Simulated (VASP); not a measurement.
An input for Quantum ESPRESSO's pw.x (written as the equivalent of a VASP run, and not itself run):

```
&CONTROL
  calculation = 'scf'
  pseudo_dir = './pseudo'
  outdir = './out'
  tprnfor = .true.
  tstress = .true.
/
&SYSTEM
  ibrav = 0
  nat = 3
  ntyp = 2
  ecutwfc = 74
  occupations = 'smearing'
  smearing = 'gaussian'
  degauss = 0.000735
  input_dft = 'pbe'
/
&ELECTRONS
  conv_thr = 7.3e-08
  electron_maxstep = 100
/
ATOMIC_SPECIES
  K 39.098 K.upf
  S 32.060 S.upf
CELL_PARAMETERS angstrom
     0.0000000    3.7069400    3.7069400
     3.7069400    0.0000000    3.7069400
     3.7069400    3.7069400    0.0000000
ATOMIC_POSITIONS crystal
  K    0.7556890  0.7480970  0.7497390
  K    0.2526080  0.2474270  0.2504040
  S   -0.0082970  0.0044760 -0.0001430
K_POINTS automatic
  1 1 1 1 1 1
```

Question: Write the VASP files for the same calculation (PBE).

Answer: Several could match; the one computed here: 
### POSCAR
```
K2S
5.2424050
  0.0000000000   0.7071067573   0.7071067573
  0.7071067573   0.0000000000   0.7071067573
  0.7071067573   0.7071067573   0.0000000000
K S
2 1
Cart
  1.0591299569   1.0644983114   1.0633372421
  0.3520196641   0.3556831842   0.3535781274
  0.0030638936  -0.0059679810  -0.0027018549
```

### KPOINTS
```
Automatic mesh
0
Gamma
1 1 1
0.5 0.5 0.5
```

**INCAR**
```
SYSTEM = K2S
PREC = Accurate
ENCUT = 180
EDIFF = 1E-6
NELM = 100
ALGO = Normal
LREAL = .FALSE.
LASPH = .TRUE.
ISMEAR = 0
SIGMA = 0.01
GGA = PE
LWAVE = .FALSE.
LCHARG = .FALSE.
ISIF = 2
```

POTCAR, in this order: K_sv S (PBE.64 set). Program: vasp_std.

Limits of the translation: the potentials are each code's own (VASP's PAW set, PseudoDojo norm-conserving files in pw.x), so ENCUT and ecutwfc are chosen apart and not converted; conv_thr bounds pw.x's estimated SCF error, while EDIFF bounds the energy change between steps.

The structure comes from a computed database's K2S entry; how it stands against other phases isn't given here. The cell was not relaxed at this level, atoms are displaced from their ideal sites. The k-mesh is coarse (spacing up to 1.47 per Å, 2π included), so the numbers may not be converged in it. The run is one of a series of settings (ENCUT = 180, KPOINTS 1×1×1 Γ-centred mesh shifted by (0.5, 0.5, 0.5) against the base run), some of them coarse on purpose.
